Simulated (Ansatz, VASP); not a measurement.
# Cross-check of TiGe between VASP and Ansatz

Wanted: the spread between two codes on one cell, functional and k mesh. The cell is invented: As first built, before any earlier steps moved the atoms (in the runner's words): it takes the ZrC structure with all of its atoms replaced by other elements, volume scaled by an estimate. It may not be a known or stable phase. The cell is taken from a series of VASP runs on this material, whose earlier steps may have relaxed, scaled or displaced it; both programs get it as it stands.

Method: plane waves, with VASP 6.6.1 beside it; band structure at LDA, band structure at r2SCAN and band structure at BLYP, in Ansatz 0.2.0.

## Step 1: Set-up

Symmetry: Fm-3m, No. 225, cubic system. The conventional cell has a = 5.188 Å, b = 5.188 Å, c = 5.188 Å, α = 90.00°, β = 90.00°, γ = 90.00°. Nearest to Ge lie 6 Ti at 2.59 Å. Nearest to Ti lie 6 Ge at 2.59 Å. As first built, before any earlier steps moved the atoms (in the runner's words): sites of the ZrC structure (space group 225) filled with other elements, volume scaled by an estimate. Farther neighbours are not listed.

As a file:

```cif
data_structure
_symmetry_space_group_name_H-M 'P 1'
_symmetry_Int_Tables_number 1
_cell_length_a 3.6683
_cell_length_b 3.6683
_cell_length_c 3.6683
_cell_angle_alpha 60.000
_cell_angle_beta 60.000
_cell_angle_gamma 60.000
_cell_volume 34.90
loop_
_atom_site_label
_atom_site_type_symbol
_atom_site_fract_x
_atom_site_fract_y
_atom_site_fract_z
_atom_site_occupancy
Ge1 Ge 0.00000 0.00000 0.00000 1
Ti2 Ti 0.50000 0.50000 0.50000 1
```

## Step 2: VASP: band structure, LDA

With cell and atoms fixed, the geometry can't cause a difference; cores, projectors, grids and the points listed under the comparison can.

Lines of VASP's logs that name or quote its potential files are left out, and so is its time.

INCAR reads:

```
SYSTEM = TiGe
PREC = Accurate
ENCUT = 410
EDIFF = 1E-06
NELM = 100
ISMEAR = 0
SIGMA = 0.02
LREAL = .FALSE.
ALGO = Normal
GGA = CA
LORBIT = 11
LWAVE = .FALSE.
LCHARG = .FALSE.
KPAR = 4
```

POSCAR reads:

```
TiGe
1.0
    0.0000000000      2.5938850660      2.5938850660
    2.5938850660      0.0000000000      2.5938850660
    2.5938850660      2.5938850660      0.0000000000
Ge Ti
1 1
Direct
    0.0000000000      0.0000000000      0.0000000000
    0.5000000000      0.5000000000      0.5000000000
```

KPOINTS reads:

```
Automatic mesh
0
Gamma
5 5 5
0 0 0
```

KPOINTS_OPT reads:

```
Line mode
16
Line-mode
Reciprocal
  0.00000000   0.00000000   0.00000000 GAMMA
  0.50000000   0.00000000   0.50000000 X

  0.50000000   0.00000000   0.50000000 X
  0.50000000   0.25000000   0.75000000 W

  0.50000000   0.25000000   0.75000000 W
  0.37500000   0.37500000   0.75000000 K

  0.37500000   0.37500000   0.75000000 K
  0.00000000   0.00000000   0.00000000 GAMMA

  0.00000000   0.00000000   0.00000000 GAMMA
  0.50000000   0.50000000   0.50000000 L

  0.50000000   0.50000000   0.50000000 L
  0.62500000   0.25000000   0.62500000 U

  0.62500000   0.25000000   0.62500000 U
  0.50000000   0.25000000   0.75000000 W

  0.50000000   0.25000000   0.75000000 W
  0.50000000   0.50000000   0.50000000 L

  0.50000000   0.50000000   0.50000000 L
  0.37500000   0.37500000   0.75000000 K

  0.62500000   0.25000000   0.62500000 U
  0.50000000   0.00000000   0.50000000 X
```

Potentials, in the order of the species: Ge_d and Ti_sv (PBE family, release 64).

Launch:

```
$ mpirun -np 4 vasp_std
```

Numbers of over 12 decimals in the logs are rounded to 6 here.

What it wrote:

```text
[banner, memory and clock lines left out]
running    4 mpi-ranks, on    1 nodes
 distrk:  each k-point on    1 cores,    4 groups
 distr:  one band on    1 cores,    1 groups

 POSCAR found type information on POSCAR GeTi
 POSCAR found :  2 types and       2 ions
|                                                                             |
|               ----> ADVICE to this user running VASP <----                  |
|                                                                             |
|     You enforced a specific xc type in the INCAR file but a different       |
|     [... a line on the potential file left out ...]
|     I HOPE YOU KNOW WHAT YOU ARE DOING!                                     |
|                                                                             |

 LDA part: xc-table for (Slater(with rela. corr.)+CA(PZ))
 , standard interpolation
 POSCAR, INCAR and KPOINTS ok, starting setup
 FFT: planning ... GRIDC
 FFT: planning ... GRID_SOFT
 FFT: planning ... GRID
 WAVECAR not read
 entering main loop
       N       E                     dE             d eps       ncg     rms          rms(c)
DAV:   1     0.179986303910E+03    0.17999E+03   -0.12744E+04   340   0.301E+03
DAV:   2     0.692783533759E+01   -0.17306E+03   -0.17174E+03   340   0.496E+02
DAV:   3    -0.163757524552E+02   -0.23304E+02   -0.23128E+02   566   0.145E+02
DAV:   4    -0.174158501226E+02   -0.10401E+01   -0.10335E+01   427   0.258E+01
DAV:   5    -0.174486668221E+02   -0.32817E-01   -0.32812E-01   539   0.376E+00    0.117E+01
DAV:   6    -0.151673007847E+02    0.22814E+01   -0.21829E+01   378   0.393E+01    0.407E+00
DAV:   7    -0.148613908350E+02    0.30591E+00   -0.34079E+00   380   0.185E+01    0.231E+00
DAV:   8    -0.148605474861E+02    0.84335E-03   -0.34657E-01   401   0.588E+00    0.632E-01
DAV:   9    -0.148568738542E+02    0.36736E-02   -0.46190E-02   392   0.249E+00    0.234E-01
DAV:  10    -0.148577447726E+02   -0.87092E-03   -0.13861E-02   441   0.108E+00    0.281E-01
DAV:  11    -0.148568274619E+02    0.91731E-03   -0.75654E-03   399   0.679E-01    0.619E-02
DAV:  12    -0.148567385456E+02    0.88916E-04   -0.33120E-04   369   0.199E-01    0.264E-02
DAV:  13    -0.148567249469E+02    0.13599E-04   -0.79061E-05   490   0.677E-02    0.628E-03
DAV:  14    -0.148567249584E+02   -0.11474E-07   -0.14380E-06   286   0.996E-03
   1 F= -.14856725E+02 E0= -.14856254E+02  d E =-.942240E-03
 Start KPOINTS_OPT (optional k-point list driver)
k-point batch [1-10\160]
       N       E                     dE             ncg
DAV:   1    -0.184919060151E+04   -0.39888E+04      340
DAV:   2    -0.359581878349E+04   -0.17466E+04      356
DAV:   3    -0.380561890129E+04   -0.20980E+03      542
DAV:   4    -0.381863571497E+04   -0.13017E+02      428
DAV:   5    -0.381897350608E+04   -0.33779E+00      454
DAV:   6    -0.381897836057E+04   -0.48545E-02      432
DAV:   7    -0.381897852724E+04   -0.16666E-03      471
DAV:   8    -0.381897852954E+04   -0.23024E-05      392
DAV:   9    -0.381897852964E+04   -0.10235E-06      205
[...]
k-point batch [151-160\160]
       N       E                     dE             ncg
DAV:   1    -0.202346126372E+04   -0.11005E+05      364
DAV:   2    -0.363645613017E+04   -0.16130E+04      340
DAV:   3    -0.384049942407E+04   -0.20404E+03      520
DAV:   4    -0.385057683427E+04   -0.10077E+02      476
DAV:   5    -0.385104945113E+04   -0.47262E+00      544
DAV:   6    -0.385105355928E+04   -0.41081E-02      455
DAV:   7    -0.385105372504E+04   -0.16576E-03      592
DAV:   8    -0.385105372656E+04   -0.15250E-05      438
DAV:   9    -0.385105372660E+04   -0.40807E-07      368
```

From OUTCAR (step 2):

```text
ion  position               nearest neighbor table
   1  0.000  0.000  0.000-   2 2.59   2 2.59   2 2.59   2 2.59   2 2.59   2 2.59
   2  0.500  0.500  0.500-   1 2.59   1 2.59   1 2.59   1 2.59   1 2.59   1 2.59

  LATTYP: Found a face centered cubic cell.
 ALAT       =     5.1877701320

 Subroutine GETGRP returns: Found 48 space group operations
 (whereof 48 operations were pure point group operations)

The static configuration has the point symmetry O_h .

 Found     10 irreducible k-points:

   k-points           NKPTS =     10   k-points in BZ     NKDIM =     10   number of bands    NBANDS=     17

   dimension x,y,z NGX =    24 NGY =   24 NGZ =   24
   dimension x,y,z NGXF=    48 NGYF=   48 NGZF=   48

   ENCUT  =  410.0 eV  30.13 Ry    5.49 a.u.   6.06  6.06  6.06*2*pi/ulx,y,z

   NELECT =      26.0000    total number of electrons

 k-points in reciprocal lattice and weights: Automatic mesh
   0.00000000  0.00000000  0.00000000       0.008
   0.20000000  0.00000000  0.00000000       0.064
   0.40000000  0.00000000  0.00000000       0.064
   0.20000000  0.20000000  0.00000000       0.048
   0.40000000  0.20000000  0.00000000       0.192
  -0.40000000  0.20000000  0.00000000       0.192
  -0.20000000  0.20000000  0.00000000       0.096
   0.40000000  0.40000000  0.00000000       0.048
  -0.40000000  0.40000000  0.00000000       0.096
  -0.40000000  0.40000000  0.20000000       0.192

 average (electrostatic) potential at core
       1 -70.4637       2 -73.1676

 E-fermi :   7.3792

 k-point     1 :       0.0000    0.0000    0.0000
  band No.  band energies     occupation
    ...
      6     -16.4840      2.00000
      7     -16.4433      2.00000
      8     -16.4433      2.00000
      9     -16.4433      2.00000
     10      -3.4483      2.00000
     11       7.3952      0.25940
     12       7.3952      0.25940
     13       7.3952      0.25940
     14       7.8809      0.00000
     15       7.8809      0.00000
    ...

 k-point     2 :       0.2000    0.0000    0.0000
  band No.  band energies     occupation
    ...
      9     -16.4391      2.00000
     10      -2.8120      2.00000
     11       5.9563      2.00000
     12       6.6799      2.00000
     13       6.6799      2.00000
     14       7.8567      0.00000
     15       7.8567      0.00000
     16       9.4638      0.00000
     17      12.0244      0.00000

 k-point     3 :       0.4000    0.0000    0.0000
  band No.  band energies     occupation
    ...
      9     -16.4317      2.00000
     10      -1.2120      2.00000
     11       3.0344      2.00000
     12       5.6822      2.00000
     13       5.6822      2.00000
     14       8.5523      0.00000
     15       8.5523      0.00000
     16       9.3353      0.00000
     17      13.2681      0.00000

  Total       -1.6919104     -1.6919104     -1.6919104      0.0000000     -0.0000000      0.0000000
  in kB      -77.6614970    -77.6614970    -77.6614970      0.0000000     -0.0000000      0.0000000
  external PRESSURE =     -77.6614970 kB  Pullay stress =       0.0000000 kB

  energy-cutoff  :      410.00
  volume of cell :       34.90
      direct lattice vectors                 reciprocal lattice vectors
     0.000000000  2.593885066  2.593885066    -0.192761047  0.192761047  0.192761047
     2.593885066  0.000000000  2.593885066     0.192761047 -0.192761047  0.192761047
     2.593885066  2.593885066  0.000000000     0.192761047  0.192761047 -0.192761047

 POSITION                                       TOTAL-FORCE (eV/Angst)
 -----------------------------------------------------------------------------------
      0.00000      0.00000      0.00000         0.000000      0.000000      0.000000
      2.59389      2.59389      2.59389         0.000000     -0.000000      0.000000
 -----------------------------------------------------------------------------------
    total drift:                                0.000000     -0.000000      0.000000

  FREE ENERGIE OF THE ION-ELECTRON SYSTEM (eV)
  ---------------------------------------------------
  free  energy   TOTEN  =       -14.8567249584 eV

  energy  without entropy=      -14.8557827182  energy(sigma->0) =      -14.85625384

 total charge
# of ion       s       p       d       tot
------------------------------------------
    1        1.160   1.358  10.009  12.528
    2        2.158   6.109   1.997  10.264
--------------------------------------------------
tot          3.319   7.467  12.007  22.792

[... 3 further parts left out ...]
```

At this level the cell is under a tension of 7.8 GPa, so at these settings it is away from equilibrium.

## Step 3: Ansatz: band structure, LDA

Ansatz runs on its default PAW (the set named soft_2) files.

The same cell, functional (in two slightly different forms), mesh and smearing now go to Ansatz, which takes its cutoff from its data sets.

input.yaml reads:

```yaml
crystal:
  lattice:
    - [0.0, 2.593885066, 2.593885066]
    - [2.593885066, 0.0, 2.593885066]
    - [2.593885066, 2.593885066, 0.0]
  atoms:
    - { symbol: Ge, position: [0.0, 0.0, 0.0] }
    - { symbol: Ti, position: [0.5, 0.5, 0.5] }
hamiltonian:
  xc: lda
  pseudopotentials: { kind: paw }
kpoints:
  mp_grid: { grid: [5, 5, 5] }
  band_path:
    path:
      - [0.0, 0.0, 0.0]
      - [0.16667, 0.0, 0.16667]
      - [0.33333, 0.0, 0.33333]
      - [0.5, 0.0, 0.5]
      - [0.5, 0.08333, 0.58333]
      - [0.5, 0.18333, 0.68333]
      - [0.5, 0.25, 0.75]
      - [0.45, 0.3, 0.75]
      - [0.40833, 0.34167, 0.75]
      - [0.35, 0.35, 0.7]
      - [0.225, 0.225, 0.45]
      - [0.075, 0.075, 0.15]
      - [0.03333, 0.03333, 0.03333]
      - [0.23333, 0.23333, 0.23333]
      - [0.4, 0.4, 0.4]
      - [0.51667, 0.46667, 0.51667]
      - [0.55833, 0.38333, 0.55833]
      - [0.60833, 0.28333, 0.60833]
      - [0.60833, 0.25, 0.64167]
      - [0.55833, 0.25, 0.69167]
      - [0.51667, 0.25, 0.73333]
      - [0.5, 0.3, 0.7]
      - [0.5, 0.38333, 0.61667]
      - [0.5, 0.48333, 0.51667]
      - [0.475, 0.475, 0.55]
      - [0.425, 0.425, 0.65]
      - [0.38333, 0.38333, 0.73333]
      - [0.59167, 0.18333, 0.59167]
      - [0.55, 0.1, 0.55]
      - [0.5, 0.0, 0.5]
    npoints: 1
scf:
  occupations: { method: gaussian, width: 0.02 }
  n_extra_bands: 7
output:
  forces: true
  stress: true
  eigenvalues: true
  write_density: true
  write_potential: true
  elf: true
  volumetric_format: npy
```

Launch:

```
$ ansatz run input.yaml --threads 2 --pin off --max-ram 4608MiB --backend cpu --events-out ev --progress --plain --runs-dir out
```

What it wrote:

```text
scf.n_extra_bands = 7 over 13 filled bands (N_el = 26.0): the run solves 20 bands
Engine: ansatz 0.2.0, aarch64-unknown-linux-gnu
Pseudopotentials: kind: paw
Pseudopotential: Ge, paw, valence charge 14, recommended cutoff 420 eV (normal), Ge.paw.azcp
Pseudopotential: Ti, paw, valence charge 12, recommended cutoff 420 eV (normal), Ti.paw.azcp
Functional definition: SPW92
  exchange = slater_x
  correlation = pw_c
Crystal: 2 atoms, lattice volume = 34.905 Å³
Basis set: ecut = 420 eV, 701 PW (Γ)
Bands: 20, of which v1, the nominal top of the filled ones, is band 13 counted from 1 (12 counted from 0)
Symmetry: 48 space group operations
Space group: Fm-3m (ITA 225), of the structure as read, at distance tolerance 3.3e-5 Å
k-points: 10 of 125
Non-local potential: Ge, projectors of the file, l = 0: 2, l = 1: 2, l = 2: 3, l = 3: 1
Non-local potential: Ti, projectors of the file, l = 0: 3, l = 1: 2, l = 2: 3, l = 3: 1
PAW form: soft (Blöchl's): semilocal exchange-correlation on the pseudo side does not see the compensation charge
PAW frozen core: Ge, regenerated for the run's functional, and the local potential with it (the file was generated under x = pbe(κ = 0.804, μ = 0.219515), c = pbe(β = 0.066725))
PAW frozen core: Ti, regenerated for the run's functional, and the local potential with it (the file was generated under x = pbe(κ = 0.804, μ = 0.219515), c = pbe(β = 0.066725))
PAW one-centre angular grid: Ge, 590 points (default); XC on 64 Gauss nodes
PAW one-centre angular grid: Ti, 590 points (default); XC on 64 Gauss nodes
Initial density: superposition of atomic densities (neutral atoms: chi_scale 0, normalization atom), corrected by the library's trained network
Initial wavefunctions: pseudopotential atomic-orbital guess
Functional: x = slater, c = lda
SCF iter   1: F=—  HF=-6667.081074 eV  |F-HF|=—  |Δ(HF+E_count)|=         —  Δρ=8.21e-3  dr2=2.37e-2  ethr=1.77e-3  ⟨swp⟩=5.7  Hψ=856  notcnv=0
preconditioner: auto → none  [insulator: Δε(μ)=0.208 eV  Ē_g=19.302 eV  σ=0.020 eV  W_gap=0.75  n_scr=14 (ndim 8)  ℏωp=26.7 eV  f_vac=0.000  D(μ)=4.31/eV (n_scr^D=58)  ε∞_Penn≈2.9]
SCF iter   2: F=—  HF=-6667.075914 eV  |F-HF|=—  |Δ(HF+E_count)|=   5.16e-3  Δρ=3.57e-3  dr2=4.62e-3  ethr=9.10e-5  ⟨swp⟩=2.0  Hψ=333  notcnv=0  defer=17
SCF iter   3: F=—  HF=-6667.074952 eV  |F-HF|=—  |Δ(HF+E_count)|=   9.62e-4  Δρ=3.11e-4  dr2=4.72e-5  ethr=1.78e-5  ⟨swp⟩=2.1  Hψ=272  notcnv=0  defer=18
SCF iter   4: F=—  HF=-6667.074937 eV  |F-HF|=—  |Δ(HF+E_count)|=   1.42e-5  Δρ=9.09e-5  dr2=1.12e-6  ethr=1.82e-7  ⟨swp⟩=2.0  Hψ=259  notcnv=0  defer=18
SCF iter   5: F=—  HF=-6667.074938 eV  |F-HF|=—  |Δ(HF+E_count)|=   1.95e-7  Δρ=3.63e-5  dr2=3.36e-7  ethr=4.31e-9  ⟨swp⟩=2.0  Hψ=314  notcnv=0  defer=18
SCF iter   6: F=-6667.074938 eV  HF=-6667.074938 eV  |F-HF|=5.88e-9  |Δ(HF+E_count)|=   5.55e-8  Δρ=5.57e-6  dr2=7.87e-9  ethr=3.85e-10  ⟨swp⟩=8.7  Hψ=1186  notcnv=0
SCF 1 converged in 6 iterations: F = -6667.074938 eV  dr2 = 7.87e-9
  greatest PAW one-centre occupation: 0.999 electrons in one spin orbital (limit 2), on the Ti atom at site 1 (counted from 0), in its partial waves of l = 0
NSCF: frozen V_eff on 30 k-points
SCF converged after 6 iterations
Free energy (F): -6667.074938 eV
Harris-Foulkes:  -6667.074938 eV  (|F-HF|=5.88e-9)
Internal energy: -6667.074003 eV  (E = F + TS)
E sigma→0 (E₀):  -6667.074470 eV
Entropy (-TS):   -0.000934 eV (-0.467 meV/atom)
Fermi energy:    12.171091 eV
--- Per-component energies (eV) ---
  E_band       = -265.976302
  E_kinetic    = 385.212287
  E_local      = -2998.725048  (includes V_loc(G=0)·N_el)
  E_nonlocal   = 433.654629
  E_hartree    = 1294.844156
  E_xc         = -172.923725
  E_vxc        = -188.100040  (∫ρ·V_xc dr)
  E_paw        = -2939.763895  (= ΣΔE_a)
  E_vpaw       = -487.709478  (= ΣTr[D̂ρ^β])
  E_aug_tail   = 0.000302  (compensation charges beyond the density's cutoff)
  E_ewald      = -2671.606986
  E_core_change = 2.234277  (= ΣΔE_core)
  E_smearing   = -0.000934  (= −TS)
  E_closure    = -0.000000  (closes the sum)
  Σ components = -6667.074938   (vs F -6667.074938, Δ=0.00e0)
--- Forces (eV/Å), atoms counted from 1 ---
  atom   1  Ge    -0.00000000     0.00000000    -0.00000000
  atom   2  Ti     0.00000000    -0.00000000    -0.00000000
  max |Σ_I F_I| component: 6.47e-29 eV/Å
--- Stress (GPa, compression-positive) ---
       -7.654171      -0.000000       0.000000
       -0.000000      -7.654171      -0.000000
        0.000000       0.000000      -7.654171
  P = ⅓ Tr σ = -7.6542 GPa (-76.542 kbar)
--- Band table (eV; the first three rows and the last of 10) ---
  k-point 0: bands = [... 9 lower, 1.3135, 12.1890, 12.1890, 12.1890, 12.6750, 12.6750, 15.3046, 15.3046, ... 3 higher]
  k-point 1: bands = [... 9 lower, 1.9525, 10.7441, 11.4731, 11.4731, 12.6522, 12.6522, 14.2472, 16.8140, ... 3 higher]
  k-point 2: bands = [... 9 lower, 3.5595, 7.8120, 10.4756, 10.4756, 13.3512, 13.3512, 14.1252, 18.0409, ... 3 higher]
  k-point 9: bands = [... 9 lower, 4.0923, 8.6591, 9.6483, 10.4906, 13.2654, 13.6974, 14.3046, 14.4199, ... 3 higher]
```

Run time: 1.5 s. Hardware: 2 threads of Arm Neoverse N1, shared host; peak memory 0.28 GiB.

## Step 4: Side by side

Known differences besides the potentials themselves: the two LDA forms differ slightly; the cutoff is 420 eV in Ansatz and 410 eV in VASP; Ansatz makes its cores anew for this functional, VASP keeps those of its PBE data sets; VASP's log shows a relativistic correction to its local exchange, Ansatz's none. Total energies have different zeros and are not compared.

The two programs side by side:

| quantity | Ansatz | VASP | difference |
| --- | --- | --- | --- |
| pressure (GPa) | -7.65 | -7.77 | +0.11 |

Levels from 3 eV below to 2 eV above the Fermi level differ by 4 meV r.m.s. and 11 meV at most; each VASP level is matched to the nearest of Ansatz, which flatters the figure a little. Ansatz's pressure holds a Pulay correction of 0.04 GPa; VASP's holds none.

(Part 1 of 2 ends here.)

[Lines on the potential files, build, host, timing and source positions are cut from VASP's logs without a mark.]

[Logs are printed without paths, hosts, clocks, repeated set-up lines and the standing remarks that a program may print on its own settings, such as how far it seeks lower states.]

[Hosts, paths, dates, database ids (printed as entryN), source tags and the programs' standing remarks are cut or masked in the printed files.]
